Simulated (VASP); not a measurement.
Data:

```xyz
2
Lattice="0.0000 2.7180 2.7180 2.7180 0.0000 2.7180 2.7180 2.7180 0.0000" Properties=species:S:1:pos:R:3 pbc="T T T"
Si     0.0000     0.0000     0.0000
Si     1.3590     1.3590     1.3590
```

Calculation: PBEsol GGA, VASP's PBE PAW potentials (set 64) (plane waves; VASP). Numerical set-up: 520 eV cut-off, 8×8×8 Γ-centred mesh, Gaussian smearing of 0.050 eV, potentials Si.

Q: Give the energy at these volumes per atom, relative to the lowest: 18.87, 19.47, 20.08, 20.68, 21.28 Å³.

A: 23.7, 5.6, 0.0, 5.0, 19.0 meV/atom. A third-order Birch-Murnaghan fit gives B0 = 93.8 GPa and B0′ = 4.3.

Measured: bulk modulus 101 GPa at 0 K (computed value off by -7.0 %), as given by Jianwei Sun et al., Physical Review B (2011), doi:10.1103/physrevb.84.035117 [0 K value with zero-point phonon effects removed]; a 5.421 Å at 0 K (computed value off by +0.3 %), as given by Daniel Mejia-Rodriguez et al., Physical Review B (2018), arXiv:1807.09216 [static lattice: zero-point anharmonic expansion removed].

The compound is Si in the diamond structure. It was relaxed first.
